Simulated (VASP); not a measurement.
A convergence study with VASP on Tb (hcp): one setting is varied, all else stays as given below, so the limit is that of these other settings.

```
CELL_PARAMETERS angstrom
      1.80000    -3.11769     0.00000
      1.80000     3.11769     0.00000
      0.00000     0.00000     5.69000
ATOMIC_POSITIONS crystal
  Tb 0.33333 0.66667 0.25000
  Tb 0.66667 0.33333 0.75000
```

Computed with PBE GGA, VASP's PBE PAW potentials (set 64) (plane waves; VASP). The tightest run used: 550 eV cut-off, 21×21×11 Γ-centred mesh, tetrahedra with Blöchl corrections, potentials Tb_3.

The 4f electrons are frozen in the core of the lanthanide potential, so 4f levels, which can set the real gap, and their magnetism are missing.

Question: The settings run are 3×3×2 mesh; 4×4×2 mesh; 5×5×3 mesh; 6×6×3 mesh; 7×7×4 mesh; 8×8×4 mesh; 9×9×5 mesh; 10×10×5 mesh; 11×11×6 mesh; 12×12×6 mesh; 13×13×7 mesh; 14×14×8 mesh; 15×15×8 mesh; 16×16×9 mesh; 17×17×9 mesh; 18×18×10 mesh; 19×19×10 mesh; 20×20×11 mesh; 21×21×11 mesh. From which on does the energy per atom stay within 0.005 eV/atom of the tightest run?

Answer: From 7×7×4 mesh on: it is off by 0.0013 there and by no more than 0.005 in any finer run, while 6×6×3 mesh is off by 0.0214.
```json
[
 {"setting": "3×3×2 mesh", "E (eV/atom)": "-4.5560", "pressure (GPa)": "-0.83", "irreducible k-points": "6", "difference judged (eV/atom)": "0.0001"},
 {"setting": "4×4×2 mesh", "E (eV/atom)": "-4.5398", "pressure (GPa)": "0.69", "irreducible k-points": "8", "difference judged (eV/atom)": "0.0162"},
 {"setting": "5×5×3 mesh", "E (eV/atom)": "-4.5338", "pressure (GPa)": "0.70", "irreducible k-points": "10", "difference judged (eV/atom)": "0.0221"},
 {"setting": "6×6×3 mesh", "E (eV/atom)": "-4.5773", "pressure (GPa)": "0.12", "irreducible k-points": "14", "difference judged (eV/atom)": "0.0214"},
 {"setting": "7×7×4 mesh", "E (eV/atom)": "-4.5572", "pressure (GPa)": "0.66", "irreducible k-points": "24", "difference judged (eV/atom)": "0.0013"},
 {"setting": "8×8×4 mesh", "E (eV/atom)": "-4.5574", "pressure (GPa)": "0.61", "irreducible k-points": "30", "difference judged (eV/atom)": "0.0015"},
 {"setting": "9×9×5 mesh", "E (eV/atom)": "-4.5577", "pressure (GPa)": "0.36", "irreducible k-points": "36", "difference judged (eV/atom)": "0.0018"},
 {"setting": "10×10×5 mesh", "E (eV/atom)": "-4.5580", "pressure (GPa)": "0.36", "irreducible k-points": "42", "difference judged (eV/atom)": "0.0021"},
 {"setting": "11×11×6 mesh", "E (eV/atom)": "-4.5565", "pressure (GPa)": "0.57", "irreducible k-points": "64", "difference judged (eV/atom)": "0.0006"},
 {"setting": "12×12×6 mesh", "E (eV/atom)": "-4.5554", "pressure (GPa)": "0.58", "irreducible k-points": "76", "difference judged (eV/atom)": "0.0005"},
 {"setting": "13×13×7 mesh", "E (eV/atom)": "-4.5540", "pressure (GPa)": "0.46", "irreducible k-points": "84", "difference judged (eV/atom)": "0.0019"},
 {"setting": "14×14×8 mesh", "E (eV/atom)": "-4.5563", "pressure (GPa)": "0.55", "irreducible k-points": "120", "difference judged (eV/atom)": "0.0004"},
 {"setting": "15×15×8 mesh", "E (eV/atom)": "-4.5563", "pressure (GPa)": "0.55", "irreducible k-points": "135", "difference judged (eV/atom)": "0.0003"},
 {"setting": "16×16×9 mesh", "E (eV/atom)": "-4.5555", "pressure (GPa)": "0.48", "irreducible k-points": "150", "difference judged (eV/atom)": "0.0004"},
 {"setting": "17×17×9 mesh", "E (eV/atom)": "-4.5555", "pressure (GPa)": "0.48", "irreducible k-points": "165", "difference judged (eV/atom)": "0.0004"},
 {"setting": "18×18×10 mesh", "E (eV/atom)": "-4.5561", "pressure (GPa)": "0.54", "irreducible k-points": "222", "difference judged (eV/atom)": "0.0002"},
 {"setting": "19×19×10 mesh", "E (eV/atom)": "-4.5560", "pressure (GPa)": "0.53", "irreducible k-points": "240", "difference judged (eV/atom)": "0.0001"},
 {"setting": "20×20×11 mesh", "E (eV/atom)": "-4.5559", "pressure (GPa)": "0.50", "irreducible k-points": "264", "difference judged (eV/atom)": "0.0000"},
 {"setting": "21×21×11 mesh", "E (eV/atom)": "-4.5559", "pressure (GPa)": "0.50", "irreducible k-points": "288", "difference judged (eV/atom)": "0.0000"}
]
```

Left out are rungs that failed or repeat a setting and relaxations that didn't move; long series are thinned to 24 rows.

The compound is Tb in the hcp structure. The cell was not relaxed at this level.
